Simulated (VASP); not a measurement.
These are PBE GGA, VASP's PBE PAW potentials (set 64) (plane waves; VASP) values and carry that method's errors.

A VASP calculation is set up with these files.

KPOINTS:
```
Automatic mesh
0
Gamma
 6 6 7
```

### INCAR
```
! general
SYSTEM   =  CoSn
PREC     =  Accurate
ENCUT    =  400   ! plane-wave cut-off (eV)
LREAL    =  F   ! projection in real space or not
LASPH    =  T

! electronic loop
EDIFF    =  1E-8
NELM     =  100
ALGO     =  Normal   ! blocked Davidson
LMAXMIX  =  4   ! l cut-off of mixed one-centre charges

! smearing
ISMEAR   =  1   ! Methfessel-Paxton
SIGMA    =  0.1

! functional
GGA      =  PE   ! PBE

! ions
IBRION   =  1   ! quasi-Newton
NSW      =  30   ! most ionic steps
ISIF     =  2   ! forces and stress, cell fixed
EDIFFG   =  -0.001

! output
LWAVE    =  F
LCHARG   =  F
```

POSCAR:
```
CoSn
1.0
  2.6474486470  -4.5855154596   0.0000000000
  2.6474486470   4.5855154596   0.0000000000
  0.0000000000   0.0000000000   4.2239677791
Co Sn
3 3
Cart
  1.3237243235  -2.2927577298   0.0000000000
  2.6474486470   0.0000000000   0.0000000000
  1.3237243235   2.2927577298   0.0000000000
  0.0000000000   0.0000000000   0.0000000000
  2.6474486470   1.5285082102   2.1119838895
  2.6474486470  -1.5285082102   2.1119838895
```

POTCAR, in this order: Co Sn_d (PBE.64 set). Program: vasp_std.

Output of the run:

### OUTCAR
```
 ion  position               nearest neighbor table
   1  0.500  0.000  0.000-   5 2.61   6 2.61   5 2.61   6 2.61   2 2.65   4 2.65   2 2.65   4 2.65
                             3 2.65   3 2.65
   2  0.500  0.500  0.000-   5 2.61   6 2.61   5 2.61   6 2.61   1 2.65   3 2.65   1 2.65   3 2.65
                             4 2.65   4 2.65
   3  0.000  0.500  0.000-   5 2.61   6 2.61   5 2.61   6 2.61   2 2.65   4 2.65   4 2.65   2 2.65
                             1 2.65   1 2.65
   4  0.000  0.000  0.000-   1 2.65   3 2.65   3 2.65   1 2.65   2 2.65   2 2.65   6 3.72   5 3.72
                             6 3.72   5 3.72   5 3.72   5 3.72   6 3.72   6 3.72   6 3.72   5 3.72
   5  0.333  0.667  0.500-   1 2.61   3 2.61   1 2.61   3 2.61   2 2.61   2 2.61   6 3.06   6 3.06
                             6 3.06   4 3.72   4 3.72   4 3.72   4 3.72   4 3.72   4 3.72
   6  0.667  0.333  0.500-   1 2.61   3 2.61   1 2.61   3 2.61   2 2.61   2 2.61   5 3.06   5 3.06
                             5 3.06   4 3.72   4 3.72   4 3.72   4 3.72   4 3.72   4 3.72
  LATTYP: Found a hexagonal cell.
 ALAT       =     5.2948972010
 C/A-ratio  =     0.7977431136
 Subroutine PRICEL returns:
 Original cell was already a primitive cell.
 Subroutine GETGRP returns: Found 24 space group operations
The static configuration has the point symmetry D_6h.
The dynamic configuration has the point symmetry D_6h.
 Subroutine INISYM returns: Found 24 space group operations
 Subroutine IBZKPT returns following result:
 Found     28 irreducible k-points:

 Following reciprocal coordinates:
            Coordinates               Weight
  0.000000  0.000000  0.000000      1.000000
  0.166667  0.000000  0.000000      6.000000
  0.333333  0.000000  0.000000      6.000000
  0.500000  0.000000  0.000000      3.000000
  0.166667  0.166667  0.000000      6.000000
  0.333333  0.166667  0.000000     12.000000
  0.333333  0.333333  0.000000      2.000000
  0.000000  0.000000  0.142857      2.000000
  0.166667  0.000000  0.142857     12.000000
  0.333333  0.000000  0.142857     12.000000
  0.500000  0.000000  0.142857      6.000000
  0.166667  0.166667  0.142857     12.000000
  0.333333  0.166667  0.142857     24.000000
  0.333333  0.333333  0.142857      4.000000
  0.000000  0.000000  0.285714      2.000000
  0.166667  0.000000  0.285714     12.000000
  0.333333  0.000000  0.285714     12.000000
  0.500000  0.000000  0.285714      6.000000
  0.166667  0.166667  0.285714     12.000000
  0.333333  0.166667  0.285714     24.000000
  0.333333  0.333333  0.285714      4.000000
  0.000000  0.000000  0.428571      2.000000
  0.166667  0.000000  0.428571     12.000000
  0.333333  0.000000  0.428571     12.000000
  0.500000  0.000000  0.428571      6.000000
  0.166667  0.166667  0.428571     12.000000
  0.333333  0.166667  0.428571     24.000000
  0.333333  0.333333  0.428571      4.000000
   k-points           NKPTS =     28   k-points in BZ     NKDIM =     28   number of bands    NBANDS=     41
   number of dos      NEDOS =    301   number of ions     NIONS =      6
   total plane-waves  NPLWV =  36288
   dimension x,y,z NGX =    36 NGY =   36 NGZ =   28
   dimension x,y,z NGXF=    72 NGYF=   72 NGZF=   56
   ions per type =               3   3
   PREC   = accura    normal or accurate (medium, high low for compatibility)
   ISTART =      0    job   : 0-new  1-cont  2-samecut
   ICHARG =      2    charge: 1-file 2-atom 10-const
   ISPIN  =      1    spin polarized calculation?
   LNONCOLLINEAR =      F non collinear calculations
   LSORBIT =      F    spin-orbit coupling
   INIWAV =      1    electr: 0-lowe 1-rand  2-diag
   ENCUT  =  400.0 eV  29.40 Ry    5.42 a.u.   8.63  8.63  6.89*2*pi/ulx,y,z
   NELM   =    100;   NELMIN=  2; NELMDL= -5     # of ELM steps
   EDIFF  = 0.1E-07   stopping-criterion for ELM
   LREAL  =      F    real-space projection
   NLSPLINE    = F    spline interpolate recip. space projectors
   LMAXMIX     =    4 max onsite mixed and CHGCAR
   VOSKOWN=      0    Vosko Wilk Nusair interpolation
...
```

**OSZICAR**
```
       N       E                     dE             d eps       ncg     rms          rms(c)
DAV:   1     0.636999687619E+03    0.63700E+03   -0.27470E+04  2304   0.228E+03
DAV:   2     0.585024222683E+02   -0.57850E+03   -0.56655E+03  2296   0.580E+02
DAV:   3    -0.315131997853E+02   -0.90016E+02   -0.88008E+02  2412   0.218E+02
DAV:   4    -0.356463063091E+02   -0.41331E+01   -0.40985E+01  2683   0.529E+01
DAV:   5    -0.357846382332E+02   -0.13833E+00   -0.13822E+00  3192   0.866E+00    0.144E+01
DAV:   6    -0.374195003399E+02   -0.16349E+01   -0.34775E+01  2770   0.542E+01    0.156E+01
DAV:   7    -0.334500696978E+02    0.39694E+01   -0.18150E+01  2767   0.412E+01    0.503E+00
DAV:   8    -0.332745871595E+02    0.17548E+00   -0.16048E+00  2479   0.852E+00    0.144E+00
DAV:   9    -0.332521961785E+02    0.22391E-01   -0.17272E-01  2862   0.460E+00    0.567E-01
DAV:  10    -0.332512036804E+02    0.99250E-03   -0.13612E-02  2658   0.101E+00    0.329E-01
DAV:  11    -0.332503807603E+02    0.82292E-03   -0.18031E-03  3106   0.402E-01    0.744E-02
DAV:  12    -0.332504339683E+02   -0.53208E-04   -0.27306E-04  2656   0.124E-01    0.209E-02
DAV:  13    -0.332504400410E+02   -0.60727E-05   -0.29775E-05  2753   0.545E-02    0.760E-03
DAV:  14    -0.332504405460E+02   -0.50501E-06   -0.30149E-06  2867   0.145E-02    0.261E-03
DAV:  15    -0.332504400511E+02    0.49494E-06   -0.53253E-07  2712   0.548E-03    0.912E-04
DAV:  16    -0.332504400665E+02   -0.15418E-07   -0.60212E-08  2658   0.245E-03    0.315E-04
DAV:  17    -0.332504400904E+02   -0.23841E-07   -0.41253E-09  1340   0.874E-04    0.837E-05
DAV:  18    -0.332504400967E+02   -0.63128E-08   -0.16162E-09  1270   0.322E-04
   1 F= -.33250440E+02 E0= -.33252254E+02  d E =-.332504E+02
```

File OUTCAR:
```
------------------------ aborting loop because EDIFF is reached ----------------------------------------
  FORCE on cell =-STRESS in cart. coord.  units (eV):
  Direction    XX          YY          ZZ          XY          YZ          ZX
  --------------------------------------------------------------------------------------
  Total       -0.0400414     -0.0400414      0.0187057      0.0000000     -0.0000000      0.0000000
  in kB       -0.6255378     -0.6255377      0.2922257      0.0000000     -0.0000000      0.0000000
  external PRESSURE =      -0.3196166 kB  Pullay stress =       0.0000000 kB
  volume of cell :      102.56
      direct lattice vectors                 reciprocal lattice vectors
     2.647448647 -4.585515460  0.000000000     0.188861076 -0.109038996  0.000000000
     2.647448647  4.585515460  0.000000000     0.188861076  0.109038996  0.000000000
     0.000000000  0.000000000  4.223967779     0.000000000  0.000000000  0.236744230
 POSITION                                       TOTAL-FORCE (eV/Angst)
 -----------------------------------------------------------------------------------
      1.32372     -2.29276      0.00000         0.000000      0.000000      0.000000
      2.64745      0.00000      0.00000         0.000000      0.000000      0.000000
      1.32372      2.29276      0.00000         0.000000      0.000000      0.000000
      0.00000      0.00000      0.00000         0.000000      0.000000      0.000000
      2.64745      1.52851      2.11198        -0.000000      0.000000      0.000000
      2.64745     -1.52851      2.11198         0.000000     -0.000000      0.000000
 -----------------------------------------------------------------------------------
    total drift:                                0.000000      0.000000      0.000000
  FREE ENERGIE OF THE ION-ELECTRON SYSTEM (eV)
  ---------------------------------------------------
  free  energy   TOTEN  =       -33.2504400967 eV

  energy  without entropy=      -33.2558817730  energy(sigma->0) =      -33.25225399

 reached required accuracy - stopping structural energy minimisation
```
(Selected blocks of OUTCAR.)

The compound is CoSn in the sg191 structure. It was relaxed first. The start is the result of an earlier pass. The run is not spin-polarised, so no magnetic state was tried. The electron count is odd and the run is not spin-polarised, which forces a metal.
